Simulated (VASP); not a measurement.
All values below come from PBE GGA with D3 dispersion (Becke-Johnson damping), VASP's PBE PAW potentials (set 64) (plane waves; VASP).

VASP input:

File KPOINTS:
```
Automatic mesh
0
Gamma
9 9 9
0 0 0
```

File POSCAR:
```
AlN
1
    0.0000000000     2.1900000000     2.1900000000
    2.1900000000     0.0000000000     2.1900000000
    2.1900000000     2.1900000000     0.0000000000
Al N
1 1
Direct
  0.0000000000   0.0000000000   0.0000000000
  0.2500000000   0.2500000000   0.2500000000
```

### INCAR
```
ALGO = Normal
EDIFF = 1E-6
EDIFFG = -0.01
ENCUT = 520
GGA = PE
IBRION = 2
ISIF = 3
ISMEAR = 0
IVDW = 12
LASPH = .True.
LCHARG = .False.
LREAL = .False.
LWAVE = .False.
NELM = 100
NSW = 60
PREC = Accurate
SIGMA = 0.05
SYSTEM = AlN
```

POTCAR, in this order: Al N (PBE.64 set). Program: vasp_std.

What VASP printed:

File OSZICAR:
```
       N       E                     dE             d eps       ncg     rms          rms(c)
DAV:   1     0.108641428034E+02    0.10864E+02   -0.41416E+03   560   0.835E+02
DAV:   2    -0.166915052261E+02   -0.27556E+02   -0.26938E+02   760   0.144E+02
DAV:   3    -0.172078362918E+02   -0.51633E+00   -0.51633E+00   632   0.260E+01
DAV:   4    -0.172094237479E+02   -0.15875E-02   -0.15875E-02   872   0.139E+00
DAV:   5    -0.172094259874E+02   -0.22395E-05   -0.22395E-05   624   0.414E-02    0.859E+00
DAV:   6    -0.148596842983E+02    0.23497E+01   -0.13547E+01   600   0.237E+01    0.292E+00
DAV:   7    -0.148506263962E+02    0.90579E-02   -0.10476E-01   584   0.337E+00    0.199E+00
DAV:   8    -0.148447299449E+02    0.58965E-02   -0.18635E-02   648   0.189E+00    0.409E-01
DAV:   9    -0.148444240026E+02    0.30594E-03   -0.82231E-04   744   0.227E-01    0.206E-01
DAV:  10    -0.148445320763E+02   -0.10807E-03   -0.25547E-04   648   0.139E-01    0.311E-02
DAV:  11    -0.148445310286E+02    0.10477E-05   -0.49295E-06   672   0.181E-02    0.140E-02
DAV:  12    -0.148445312055E+02   -0.17691E-06   -0.10073E-06   496   0.981E-03
   1 F= -.15379370E+02 E0= -.15379370E+02  d E =-.153794E+02
       N       E                     dE             d eps       ncg     rms          rms(c)
DAV:   1    -0.148412747326E+02    0.32563E-02   -0.91140E-02   560   0.281E+00    0.410E-01
DAV:   2    -0.148377907342E+02    0.34840E-02   -0.20162E-02   576   0.971E-01    0.959E-02
DAV:   3    -0.148377554732E+02    0.35261E-04   -0.27545E-04   672   0.179E-01    0.340E-02
DAV:   4    -0.148377344833E+02    0.20990E-04   -0.11257E-05   688   0.320E-02    0.148E-02
DAV:   5    -0.148377322038E+02    0.22795E-05   -0.28060E-06   576   0.155E-02    0.734E-03
DAV:   6    -0.148377323445E+02   -0.14072E-06   -0.34418E-08   296   0.200E-03
   2 F= -.15379481E+02 E0= -.15379481E+02  d E =-.111308E-03
       N       E                     dE             d eps       ncg     rms          rms(c)
DAV:   1    -0.148422493656E+02   -0.45172E-02   -0.20117E-02   560   0.131E+00    0.193E-01
DAV:   2    -0.148414716036E+02    0.77776E-03   -0.45159E-03   576   0.459E-01    0.445E-02
DAV:   3    -0.148414639050E+02    0.76986E-05   -0.58981E-05   656   0.830E-02    0.160E-02
DAV:   4    -0.148414587049E+02    0.52001E-05   -0.25207E-06   680   0.151E-02    0.675E-03
DAV:   5    -0.148414577124E+02    0.99252E-06   -0.57550E-07   288   0.715E-03
   3 F= -.15379941E+02 E0= -.15379941E+02  d E =-.571003E-03
```

OUTCAR:
```
------------------------ aborting loop because EDIFF is reached ----------------------------------------
 Edisp (eV)   -0.53848
  FORCE on cell =-STRESS in cart. coord.  units (eV):
  Direction    XX          YY          ZZ          XY          YZ          ZX
  --------------------------------------------------------------------------------------
  Total       0.00090     0.00090     0.00090     0.00000     0.00000     0.00000
  in kB       0.06923     0.06923     0.06923     0.00000     0.00000     0.00000
  external pressure =        0.07 kB  Pullay stress =        0.00 kB
  volume of cell :       20.87
      direct lattice vectors                 reciprocal lattice vectors
    -0.000000000  2.185181775  2.185181775    -0.228813916  0.228813916  0.228813916
     2.185181775  0.000000000  2.185181775     0.228813916 -0.228813916  0.228813916
     2.185181775  2.185181775 -0.000000000     0.228813916  0.228813916 -0.228813916
  FREE ENERGIE OF THE ION-ELECTRON SYSTEM (eV)
  ---------------------------------------------------
  free  energy   TOTEN  =       -15.3799410683 eV

  energy  without entropy=      -15.3799410683  energy(sigma->0) =      -15.37994107

 reached required accuracy - stopping structural energy minimisation
```
(Selected blocks of OUTCAR.)

CONTCAR:
```
AlN
   1.00000000000000
    -0.0000000000000000    2.1851817745793713    2.1851817745793713
     2.1851817745793713    0.0000000000000000    2.1851817745793713
     2.1851817745793713    2.1851817745793713   -0.0000000000000000
  Al              N
     1     1
Direct
     0.0000000000000000    0.0000000000000000    0.0000000000000000
     0.2500000000000000    0.2500000000000000    0.2500000000000000
```

The compound is AlN in the zinc blende structure, a metastable form; wurtzite is the usual one. This run relaxes it. Symmetry was kept, so distortions that lower it aren't found.
